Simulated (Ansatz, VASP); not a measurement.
**BN in two plane-wave programs**

One calculation is typed for both programs; each brings its own data sets. How far apart do they land? The cell is taken from a series of runs on this material, whose earlier steps may have relaxed, scaled, displaced or heated it; both programs get it as it stands.

Main program and level: Ansatz 0.2.0; plane waves, with VASP 6.6.1 beside it; relaxation of cell and atoms at r2SCAN.

## 1. Set-up

Symmetry: F-43m, No. 216, cubic system. Conventional cell: a = 3.609 Å, b = 3.609 Å, c = 3.609 Å, α = 90.00°, β = 90.00°, γ = 90.00°. Nearest to B lie 4 N at 1.56 Å. Nearest to N lie 4 B at 1.56 Å. Farther neighbours and most contacts between anions are not listed.

Coordinates:

```xyz
2
Lattice="0.0000 1.8044 1.8044 1.8044 0.0000 1.8044 1.8044 1.8044 0.0000" Properties=species:S:1:pos:R:3 pbc="T T T"
B     0.0000    0.0000    0.0000
N     2.7065    2.7065    2.7065
```

## 2. VASP: relaxation of cell and atoms, r2SCAN

The relaxed volume is the usual yardstick between codes: in a stiff, nearly cubic crystal its relative difference is about their pressure difference at one cell divided by the bulk modulus.

Lines of VASP's logs that name or quote its potential files are left out, and so is its time.

File INCAR:

```
SYSTEM = BN
PREC = Accurate
ENCUT = 660
EDIFF = 1E-07
NELM = 120
ISMEAR = 0
SIGMA = 0.01
LREAL = .FALSE.
ALGO = Normal
METAGGA = R2SCAN
LASPH = .TRUE.
NBANDS = 10
LORBIT = 11
LWAVE = .FALSE.
LCHARG = .FALSE.
ISIF = 3
IBRION = 2
NSW = 80
EDIFFG = -0.005
GGA_COMPAT = .FALSE.
NELMIN = 4
EFERMI = MIDGAP
LMIXTAU = .TRUE.
```

File POSCAR:

```
BN
1.0
    0.0000000000      1.8043640000      1.8043640000
    1.8043640000      0.0000000000      1.8043640000
    1.8043640000      1.8043640000      0.0000000000
B N
1 1
Direct
    0.0000000000      0.0000000000      0.0000000000
    0.7500002771      0.7500002771      0.7500002771
```

File KPOINTS:

```
Automatic mesh
0
Gamma
12 12 12
0 0 0
```

PAW data sets: B and N (PBE family, release 64).

The run is started by

```
$ mpirun -np 1 vasp_std
```

Numbers of over 12 decimals in the logs are rounded to 6 here.

Log:

```text
[banner, memory and clock lines left out]
running    1 mpi-ranks, on    1 nodes
 distrk:  each k-point on    1 cores,    1 groups
 distr:  one band on    1 cores,    1 groups

 POSCAR found type information on POSCAR B N
 POSCAR found :  2 types and       2 ions
|                                                                             |
|               ----> ADVICE to this user running VASP <----                  |
|                                                                             |
|     You enforced a specific xc type in the INCAR file but a different       |
|     [... a line on the potential file left out ...]
|     I HOPE YOU KNOW WHAT YOU ARE DOING!                                     |
|                                                                             |

 LDA part: xc-table for (None), standard interpolation
 POSCAR, INCAR and KPOINTS ok, starting setup
 FFT: planning ... GRIDC
 FFT: planning ... GRID_SOFT
 FFT: planning ... GRID
 WAVECAR not read
 entering main loop
       N       E                     dE             d eps       ncg     rms          rms(c)
DAV:   1     0.162467450420E+02    0.16247E+02   -0.60037E+03  1448   0.988E+02
DAV:   2    -0.217456144441E+02   -0.37992E+02   -0.36636E+02  1772   0.225E+02
DAV:   3    -0.224219005606E+02   -0.67629E+00   -0.67534E+00  1758   0.258E+01
DAV:   4    -0.224229224812E+02   -0.10219E-02   -0.10219E-02  1624   0.109E+00
DAV:   5    -0.224229236349E+02   -0.11537E-05   -0.11538E-05  1662   0.383E-02    0.663E+00
DAV:   6    -0.189130607893E+02    0.35099E+01   -0.16070E+00  1554   0.944E+00    0.401E+00
DAV:   7    -0.194650748814E+02   -0.55201E+00   -0.10516E+00  1450   0.771E+00    0.164E+00
DAV:   8    -0.181220450086E+02    0.13430E+01   -0.89542E-01  1440   0.680E+00    0.179E+00
DAV:   9    -0.191707418343E+02   -0.10487E+01   -0.20907E-01  1492   0.425E+00    0.423E-01
DAV:  10    -0.191763517822E+02   -0.56099E-02   -0.48787E-02  1496   0.175E+00    0.158E-01
DAV:  11    -0.191716052704E+02    0.47465E-02   -0.47650E-03  1454   0.913E-01    0.750E-02
DAV:  12    -0.191748104399E+02   -0.32052E-02   -0.16818E-03  1470   0.424E-01    0.283E-02
DAV:  13    -0.191746371668E+02    0.17327E-03   -0.58033E-05  1680   0.725E-02    0.128E-02
DAV:  14    -0.191746658255E+02   -0.28659E-04   -0.61975E-06  1532   0.280E-02    0.978E-03
DAV:  15    -0.191746799368E+02   -0.14111E-04   -0.30831E-06  1508   0.230E-02    0.236E-03
DAV:  16    -0.191746823418E+02   -0.24050E-05   -0.73058E-07  1626   0.916E-03    0.120E-03
DAV:  17    -0.191746816753E+02    0.66645E-06   -0.13974E-07   984   0.361E-03    0.825E-04
DAV:  18    -0.191746821893E+02   -0.51397E-06   -0.48398E-08   802   0.284E-03    0.317E-04
DAV:  19    -0.191746821044E+02    0.84865E-07   -0.35517E-09   780   0.613E-04
   1 F= -.19174682E+02 E0= -.19174682E+02  d E =-.191747E+02
 curvature:   0.00 expect dE= 0.000E+00 dE for cont linesearch  0.000E+00
 trial: gam= 0.00000 g(F)=  0.433E-40 g(S)=  0.887E-03 ort = 0.000E+00 (trialstep = 0.100E+01)
 search vector abs. value=  0.887E-03
 bond charge predicted
       N       E                     dE             d eps       ncg     rms          rms(c)
DAV:   1    -0.191754814307E+02   -0.79924E-03   -0.29811E-02  1550   0.150E+00    0.224E-01
DAV:   2    -0.191745348840E+02    0.94655E-03   -0.45558E-03  1682   0.514E-01    0.666E-02
DAV:   3    -0.191746157280E+02   -0.80844E-04   -0.24771E-04  1478   0.161E-01    0.262E-02
DAV:   4    -0.191745658382E+02    0.49890E-04   -0.12029E-04  1456   0.947E-02    0.114E-02
DAV:   5    -0.191746382251E+02   -0.72387E-04   -0.58038E-05  1450   0.722E-02    0.392E-03
DAV:   6    -0.191746335315E+02    0.46936E-05   -0.26371E-06  1572   0.208E-02    0.235E-03
DAV:   7    -0.191746370247E+02   -0.34932E-05   -0.48494E-07  1520   0.783E-03    0.110E-03
DAV:   8    -0.191746370183E+02    0.64005E-08   -0.17345E-07  1008   0.355E-03
   2 F= -.19174637E+02 E0= -.19174637E+02  d E =0.450861E-04
 trial-energy change:    0.000045  1 .order    0.000037   -0.000887    0.000962
 step:   0.4735(harm=  0.4798)  dis= 0.00000  next Energy=   -19.174891 (dE=-0.209E-03)
 bond charge predicted
       N       E                     dE             d eps       ncg     rms          rms(c)
DAV:   1    -0.191751223905E+02   -0.48537E-03   -0.82616E-03  1554   0.793E-01    0.118E-01
DAV:   2    -0.191748693107E+02    0.25308E-03   -0.12514E-03  1682   0.271E-01    0.352E-02
DAV:   3    -0.191748795318E+02   -0.10221E-04   -0.68246E-05  1472   0.848E-02    0.138E-02
DAV:   4    -0.191748780558E+02    0.14761E-05   -0.33019E-05  1452   0.496E-02    0.599E-03
DAV:   5    -0.191748877386E+02   -0.96828E-05   -0.16054E-05  1444   0.379E-02    0.208E-03
DAV:   6    -0.191748918881E+02   -0.41495E-05   -0.76321E-07  1572   0.110E-02    0.124E-03
DAV:   7    -0.191748906116E+02    0.12765E-05   -0.13118E-07  1516   0.407E-03    0.591E-04
DAV:   8    -0.191748908103E+02   -0.19868E-06   -0.49504E-08   744   0.189E-03    0.113E-04
DAV:   9    -0.191748907438E+02    0.66460E-07   -0.44718E-09   738   0.634E-04
   3 F= -.19174891E+02 E0= -.19174891E+02  d E =-.208639E-03
 curvature:  -0.24 expect dE=-0.160E-07 dE for cont linesearch -0.160E-07
 trial: gam=-0.00859 g(F)=  0.137E-39 g(S)=  0.667E-07 ort = 0.769E-05 (trialstep = 0.895E+00)
 search vector abs. value=  0.105E-09
 reached required accuracy - stopping structural energy minimisation
```

OUTCAR, selected parts (step 2):

```text
ion  position               nearest neighbor table
   1  0.000  0.000  0.000-   2 1.56   2 1.56   2 1.56   2 1.56
   2  0.750  0.750  0.750-   1 1.56   1 1.56   1 1.56   1 1.56

  LATTYP: Found a face centered cubic cell.
 ALAT       =     3.6087280000

 Subroutine GETGRP returns: Found 24 space group operations
 (whereof 24 operations were pure point group operations)

The static configuration has the point symmetry T_d .

 Found     72 irreducible k-points:

   k-points           NKPTS =     72   k-points in BZ     NKDIM =     72   number of bands    NBANDS=     10

   dimension x,y,z NGX =    24 NGY =   24 NGZ =   24
   dimension x,y,z NGXF=    48 NGYF=   48 NGZF=   48

   ENCUT  =  660.0 eV  48.51 Ry    6.96 a.u.   5.35  5.35  5.35*2*pi/ulx,y,z

   NELECT =       8.0000    total number of electrons

 k-points in reciprocal lattice and weights: Automatic mesh
   0.00000000  0.00000000  0.00000000       0.001
   0.08333333  0.00000000  0.00000000       0.005
   0.16666667  0.00000000  0.00000000       0.005
   0.25000000  0.00000000  0.00000000       0.005
   0.33333333  0.00000000  0.00000000       0.005
   0.41666667  0.00000000  0.00000000       0.005
   0.50000000  0.00000000  0.00000000       0.002
   0.08333333  0.08333333  0.00000000       0.003
   0.16666667  0.08333333  0.00000000       0.014
[...]
-0.33333333  0.50000000  0.16666667       0.007
  -0.25000000  0.50000000  0.25000000       0.003

 average (electrostatic) potential at core
       1 -25.9497       2 -63.2585

 E-fermi :   9.7482

 k-point     1 :       0.0000    0.0000    0.0000
  band No.  band energies     occupation
      1     -14.0483      2.00000
      2       7.2590      2.00000
      3       7.2590      2.00000
      4       7.2590      2.00000
      5      16.7922      0.00000
      6      16.7922      0.00000
      7      16.7922      0.00000
      8      18.3470      0.00000
      9      33.4205      0.00000
    ...

 k-point     2 :       0.0833    0.0000    0.0000
  band No.  band energies     occupation
      1     -13.8732      2.00000
      2       6.3056      2.00000
      3       7.0725      2.00000
      4       7.0726      2.00000
      5      17.0159      0.00000
      6      17.0804      0.00000
      7      17.0804      0.00000
      8      18.9374      0.00000
      9      33.2190      0.00000
    ...

 k-point     3 :       0.1667    0.0000    0.0000
  band No.  band energies     occupation
      1     -13.3549      2.00000
      2       4.1097      2.00000
      3       6.6172      2.00000
      4       6.6172      2.00000
      5      17.3284      0.00000
      6      17.7498      0.00000
      7      17.7498      0.00000
      8      20.3625      0.00000
      9      32.2976      0.00000
    ...

  Total        0.0009598      0.0009598      0.0009598      0.0000000      0.0000000     -0.0000000
  in kB        0.1303924      0.1303924      0.1303924      0.0000000      0.0000000     -0.0000000
  external PRESSURE =       0.1303924 kB  Pullay stress =       0.0000000 kB

  energy-cutoff  :      660.00
  volume of cell :       11.79
      direct lattice vectors                 reciprocal lattice vectors
    -0.000000000  1.806646415  1.806646415    -0.276755870  0.276755870  0.276755870
     1.806646415 -0.000000000  1.806646415     0.276755870 -0.276755870  0.276755870
     1.806646415  1.806646415  0.000000000     0.276755870  0.276755870 -0.276755870

 POSITION                                       TOTAL-FORCE (eV/Angst)
 -----------------------------------------------------------------------------------
     -0.00000      0.00000      0.00000        -0.000000     -0.000000     -0.000000
      2.70997      2.70997      2.70997         0.000000      0.000000      0.000000
 -----------------------------------------------------------------------------------
    total drift:                               -0.000655     -0.000655     -0.000655

  FREE ENERGIE OF THE ION-ELECTRON SYSTEM (eV)
  ---------------------------------------------------
  free  energy   TOTEN  =       -19.1748907438 eV

  energy  without entropy=      -19.1748907438  energy(sigma->0) =      -19.17489074

 reached required accuracy - stopping structural energy minimisation

 total charge
# of ion       s       p       d       tot
------------------------------------------
    1        0.681   1.339   0.000   2.020
    2        1.225   2.787   0.000   4.011
--------------------------------------------------
tot          1.906   4.126   0.000   6.032

[... 3 further parts left out ...]
```

CONTCAR:

```
BN
   1.00000000000000
    -0.0000000000000000    1.8066464151305235    1.8066464151305235
     1.8066464151305235   -0.0000000000000000    1.8066464151305235
     1.8066464151305235    1.8066464151305235    0.0000000000000000
  B               N
     1     1
Direct
     0.0000000000000000    0.0000000000000000    0.0000000000000000
     0.7500002770999998    0.7500002770999998    0.7500002770999998
```

The run keeps the 24 symmetry operations of its start, so it cannot find a distortion of lower symmetry.

## 3. Ansatz: relaxation of cell and atoms, r2SCAN

Ansatz runs on its PAW soft_1 files.

The same cell, functional and mesh now go to Ansatz, which takes its cutoff from its data sets.

File input.yaml:

```yaml
crystal:
  lattice:
    - [0.0, 1.8043644756, 1.8043644756]
    - [1.8043644756, 0.0, 1.8043644756]
    - [1.8043644756, 1.8043644756, 0.0]
  atoms:
    - { symbol: B, position: [0.0, 0.0, 0.0] }
    - { symbol: "N", position: [0.75, 0.75, 0.75] }
kpoints:
  mp_grid: { grid: [12, 12, 12] }
hamiltonian:
  xc: r2scan
  pseudopotentials: { kind: paw, azcp: { folder: soft_1 } }
scf:
  occupations: { method: fixed }
  lower_state_search: "off"
output:
  forces: true
  stress: true
  eigenvalues: true
relax:
  adjacent_minimum: "off"
  f_tol: 0.001
  max_steps: 60
  cell: { stress_tol: 0.01 }
```

The run is started by

```
$ ansatz run input.yaml --threads 18 --pin off --max-ram 92160MiB --backend cuda --events-out ev --progress --plain --runs-dir out --max-vram 78GiB
```

Log:

```text
Engine: ansatz 0.2.0, aarch64-unknown-linux-gnu
Pseudopotentials: kind: paw
Pseudopotential: B, paw, valence charge 3, recommended cutoff 500 eV (meta_gga), soft_1/B.paw.azcp
Pseudopotential: N, paw, valence charge 5, recommended cutoff 500 eV (meta_gga), soft_1/N.paw.azcp
Functional definition: r2SCAN
  parameter k0 = 0.174
  parameter k1 = 0.065
  parameter a1 = 4.9479
  exchange = r2scan_x(k0 = k0, k1 = k1, a1 = a1)
  correlation = r2scan_c
[...]
Crystal: 2 atoms, lattice volume = 11.749 Å³
Basis set: ecut = 500 eV, 307 PW (Γ), exchange–correlation on 80×80×80 points (64 copies of the dense FFT grid, shifted against one another)
Bands: 8, of which v1, the nominal top of the filled ones, is band 4 counted from 1 (3 counted from 0)
Symmetry: 24 space group operations
Space group: F-43m (ITA 216), of the structure as read, at distance tolerance 2.3e-5 Å
k-points: 72 of 1728 (time reversal used)
Non-local potential: B, projectors of the file, l = 0: 2, l = 1: 2, l = 2: 1
Non-local potential: N, projectors of the file, l = 0: 2, l = 1: 2, l = 2: 1
PAW form: soft (Blöchl's): semilocal exchange-correlation on the pseudo side does not see the compensation charge
PAW frozen core: B, regenerated for the run's functional (the file was generated under x = pbe(κ = 0.804, μ = 0.219515), c = pbe(β = 0.066725))
PAW frozen core: N, regenerated for the run's functional (the file was generated under x = pbe(κ = 0.804, μ = 0.219515), c = pbe(β = 0.066725))
PAW one-centre angular grid: B, 302 points (default); XC on 223 of its mesh's 2233 points in the sphere
PAW one-centre angular grid: N, 302 points (default); XC on 160 Gauss nodes
Initial density: superposition of atomic densities (chi_scale 0.1, normalization cell, long waves kept (reshape's long-wave potential 0.00 eV rms))
Initial wavefunctions: pseudopotential atomic-orbital guess
[...]
Functional: x = r2scan, c = r2scan; τ floored in thin density (d = 2e-4 eV/Å³)
SCF iter   1: F=-543.422913 eV  HF=-544.260625 eV  |F-HF|=8.38e-1  |Δ(HF+E_count)|=         —  Δρ=1.46e-1  dr2=2.01e0  dr2_τ=4.95e-1  ethr=3.10e-3  ⟨swp⟩=4.0  Hψ=3446  notcnv=0  defer=106
preconditioner: auto → none  [insulator: Δε(μ)=5.910 eV  Ē_g=21.726 eV  n_scr=0 (ndim 8)  ℏωp=30.6 eV  f_vac=0.000  ε∞_Penn≈3.0]
SCF iter   2: F=-543.984106 eV  HF=-543.975292 eV  |F-HF|=8.81e-3  |Δ(HF+E_count)|=   2.85e-1  Δρ=6.15e-2  dr2=2.20e-1  dr2_τ=5.86e-2  ethr=3.10e-3  ⟨swp⟩=2.0  Hψ=1710  notcnv=0  defer=21
[...]
SCF iter   6: F=-544.009501 eV  HF=-544.009501 eV  |F-HF|=2.79e-9  |Δ(HF+E_count)|=   2.11e-6  Δρ=2.41e-5  dr2=3.25e-8  dr2_τ=3.68e-9  ethr=1.25e-9  ⟨swp⟩=5.0  Hψ=3619  notcnv=0
SCF 1 converged in 6 iterations: F = -544.009501 eV  dr2 = 3.25e-8
  greatest PAW one-centre occupation: 0.800 electrons in one spin orbital (limit 2), on the N atom at site 1 (counted from 0), in its partial waves of l = 0
relax step   1: F+E_penalty+E_count = -544.00950107 eV  Δ(F+E_penalty+E_count) = +0.000e0 eV  max|allowed force component| = 4.441e-16 eV/Å  Δτ_max = 0.0000 Å  P = +0.041 GPa  Ω = 11.749 Å³  (6 SCF iters, dr2 threshold 1.00e-7 eV, accepted)
[...]
relax step   2: F+E_penalty+E_count = -544.00950090 eV  Δ(F+E_penalty+E_count) = +1.652e-7 eV  max|allowed force component| = 1.428e-16 eV/Å  Δτ_max = 0.0000 Å  P = +0.019 GPa  Ω = 11.750 Å³  energy of the carried Pulay correction = -3.134e-7 eV  (2 SCF iters, dr2 threshold 4.12e-9 eV, accepted)
[...]
relax step   3: F+E_penalty+E_count = -544.00950067 eV  Δ(F+E_penalty+E_count) = +2.345e-7 eV  max|allowed force component| = 6.997e-17 eV/Å  Δτ_max = 0.0000 Å  P = -0.001 GPa  Ω = 11.750 Å³  energy of the carried Pulay correction = -5.833e-7 eV  (3 SCF iters, dr2 threshold 8.82e-10 eV, accepted)
[...]
relax step   4: F+E_penalty+E_count = -544.00950067 eV  Δ(F+E_penalty+E_count) = -1.248e-10 eV  max|allowed force component| = 9.078e-17 eV/Å  Δτ_max = 0.0000 Å  P = -0.001 GPa  Ω = 11.750 Å³  stress off target by 9.65e-4 GPa  SCF on the basis re-selected at this cell (its energy is not comparable with the rows above)  (4 SCF iters)
basis re-selected at this cell: Δ(F+E_penalty+E_count) = -1.248e-10 eV, ΔP = +0.000 GPa vs the last step (what re-selecting the basis moved, of the pressure what is left beyond the Pulay correction that the steps carried, after the strain that the cell walked since its last selection, with what the two solves' SCF thresholds leave and, on support functions, any second-order correction that the steps lacked; it is no  [...]
SCF converged after 4 iterations
Free energy (F): -544.009501 eV
Harris-Foulkes:  -544.009501 eV  (|F-HF|=2.27e-13)
Internal energy: -544.009501 eV  (E = F + TS)
E sigma→0 (E₀):  -544.009501 eV
Fermi energy:    11.080113 eV
--- Per-component energies (eV) ---
  E_band       = 22.283720
  E_kinetic    = 184.211830
  E_local      = -158.371374  (includes V_loc(G=0)·N_el)
  E_nonlocal   = 41.633226
  E_hartree    = 49.413781
  E_xc         = -92.006443
  E_vxc        = -126.666008  (∫ρ·V_xc dr)
  E_paw        = -209.848527  (= ΣΔE_a)
  E_vpaw       = -24.258850  (= ΣTr[D̂ρ^β])
  E_aug_tail   = 0.000007  (compensation charges beyond the density's cutoff)
  E_vtau       = 6.907328  (kinetic-family band-sum trace: ∫τ·v_τ [+ j·A + Jᵃ·Aᵃ] dr)
  E_ewald      = -358.993994
  E_core_change = -0.048007  (= ΣΔE_core)
  E_smearing   = -0.000000  (= −TS)
  E_closure    = -0.000000  (closes the sum)
  Σ components = -544.009501   (vs F -544.009501, Δ=0.00e0)
--- Forces (eV/Å), atoms counted from 1 ---
  atom   1  B      0.00000000    -0.00000000     0.00000000
  atom   2  N      0.00000000     0.00000000    -0.00000000
  max |Σ_I F_I| component: 1.51e-16 eV/Å
--- Stress (GPa, compression-positive) ---
       -0.000965      -0.000000      -0.000000
       -0.000000      -0.000965       0.000000
       -0.000000       0.000000      -0.000965
  P = ⅓ Tr σ = -0.0010 GPa (-0.010 kbar)
--- Band table (eV; the first three rows and the last of 72) ---
  k-point 0: bands = ["-10.2709", "11.0801", "11.0801", "11.0801", "20.6610", "20.6610", "20.6610", "22.1796"]
  k-point 1: bands = ["-10.0952", "10.1245", "10.8933", "10.8933", "20.8780", "20.9498", "20.9498", "22.7798"]
  k-point 2: bands = ["-9.5753", "7.9238", "10.4369", "10.4369", "21.1822", "21.6209", "21.6209", "24.2202"]
  k-point 71: bands = ["-4.2347", "3.0875", "3.8398", "4.3707", "21.4493", "25.3938", "26.5870", "26.7247"]
--- Relaxed structure (3 steps of the walk, 3 accepted, 1 SCFs on fresh bases) ---
  F+E_penalty+E_count = -544.00950067 eV   max|allowed force component| = 9.078e-17 eV/Å   (the final SCF, on the basis selected at the relaxed cell)
  cell:  # Å, volume = 11.7504 Å³
    - [0, 1.804432, 1.804432]
    - [1.804432, 0, 1.804432]
    - [1.804432, 1.804432, 0]
  atoms:
    - { symbol: B, position: [0, 0, 0] }
    - { symbol: N, position: [0.750000, 0.750000, 0.750000] }
```

## 4. Side by side

Known differences besides the potentials themselves: VASP keeps PBE cores, Ansatz makes them for the functional; fixed occupations in Ansatz, narrow Gaussian smearing in VASP; the cutoff is 500 eV in Ansatz and 660 eV in VASP; Ansatz adds a Pulay correction to the stress that steers its cell, VASP none. Total energies have different zeros and are not compared.

Both answers:

| quantity | Ansatz | VASP | difference |
| --- | --- | --- | --- |
| volume (Å³) | 11.75 | 11.79 | -0.37 % |
| edge a after relaxation, in the typed setting (Å) | 2.552 | 2.555 | -0.12 % |

## 5. What came out

- difference in volume (relaxation of cell and atoms, r2SCAN): -0.37 %

The difference in volume is -0.37 % (relaxation of cell and atoms, r2SCAN), within the 1.2 % picked in this series as the mark of a large difference, as far as the stopping tolerances let one tell. 1 further run of this series is not shown here. How closely two codes agree says nothing of how well the functional describes the real material.

[Lines on the potential files, build, host, timing and source positions are cut from VASP's logs without a mark.]

[Logs are printed without paths, hosts, clocks, repeated set-up lines and the standing remarks that a program may print on its own settings, such as how far it seeks lower states.]

[Hosts, paths, dates, database ids (printed as entryN), source tags and the programs' standing remarks are cut or masked in the printed files.]
